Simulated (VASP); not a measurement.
Calculation: r2SCAN meta-GGA, VASP's PBE PAW potentials (set 64) (plane waves; VASP).

The input files of a VASP run:

### KPOINTS_OPT
```
k-points along high-symmetry lines
10
Line-mode
Reciprocal
  0.000000   0.000000   0.000000 ! GAMMA
  0.000000   0.500000   0.000000 ! X

  0.000000   0.500000   0.000000 ! X
  0.500000   0.500000   0.000000 ! M

  0.500000   0.500000   0.000000 ! M
  0.000000   0.000000   0.000000 ! GAMMA

  0.000000   0.000000   0.000000 ! GAMMA
  0.500000   0.500000   0.500000 ! R

  0.500000   0.500000   0.500000 ! R
  0.000000   0.500000   0.000000 ! X

  0.500000   0.500000   0.500000 ! R
  0.500000   0.500000   0.000000 ! M
```

**KPOINTS**
```
Automatic mesh
0
Gamma
7 7 7
0 0 0
```

**POSCAR**
```
Nb3Sn
1
    5.2999975420     0.0000000000     0.0000000000
    0.0000000000     5.2999975420     0.0000000000
    0.0000000000     0.0000000000     5.2999975420
Nb Sn
6 2
Direct
  0.2500000000   0.0000000000   0.5000000000
  0.5000000000   0.2500000000   0.0000000000
  0.5000000000   0.7500000000   0.0000000000
  0.7500000000   0.0000000000   0.5000000000
  0.0000000000   0.5000000000   0.7500000000
  0.0000000000   0.5000000000   0.2500000000
  0.5000000000   0.5000000000   0.5000000000
  0.0000000000   0.0000000000   0.0000000000
```

### INCAR
```
# general
SYSTEM =Nb3Sn
PREC   =Accurate
ENCUT  =400
LREAL  =F
LASPH  =T

# electronic loop
EDIFF  =1E-7
NELM   =100
ALGO   =Normal
LMAXMIX=4
LMIXTAU=T

# smearing
ISMEAR =-5

# functional
METAGGA=R2SCAN

# ions
ISIF   =2

# output
LWAVE  =F
LCHARG =F
LORBIT =11
NEDOS  =601

# other
LEFG   =T
```

POTCAR, in this order: Nb_sv Sn_d (PBE.64 set). Program: vasp_std.

Task: What will the output report for the number of irreducible k-points (NKPTS), number of bands (NBANDS), largest plane-wave count, number of space-group operations, FFT grid (NGX, NGY, NGZ)?

Result: 
The number of irreducible k-points (NKPTS) is 20, the number of bands (NBANDS) is 63 and the largest plane-wave count is 2726. The number of space-group operations is 48 and the FFT grid (NGX, NGY, NGZ) is 36 × 36 × 36.

The compound is Nb3Sn in the A15 structure. It was relaxed first.
